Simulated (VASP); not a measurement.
Here is the system:

```
MgO
1.0
    0.00000     2.07149     2.07149
    2.07149     0.00000     2.07149
    2.07149     2.07149     0.00000
Mg O
1 1
Direct
  0.00000   0.00000   0.00000
  0.50000   0.50000   0.50000
```

These are SCAN meta-GGA, VASP's PBE PAW potentials (set 64) (plane waves; VASP) values and carry that method's errors. Settings: 520 eV cut-off, 11×11×11 Γ-centred mesh, Gaussian smearing of 0.050 eV, potentials Mg O.

### Question
The job: MgO (rock salt), 2 atoms, SCAN, static run, 520 eV, 11×11×11 Γ-centred mesh. Roughly how much core time does it take on a busy server core?

### Answer
About 50 core-seconds (one run on a shared machine, a rough figure). It had 56 irreducible k-points, 8 bands, up to 531 plane waves and 21 electronic steps.

The compound is MgO in the rock salt structure. This cell is one point of a volume scan, at 0.97 of the reference volume.
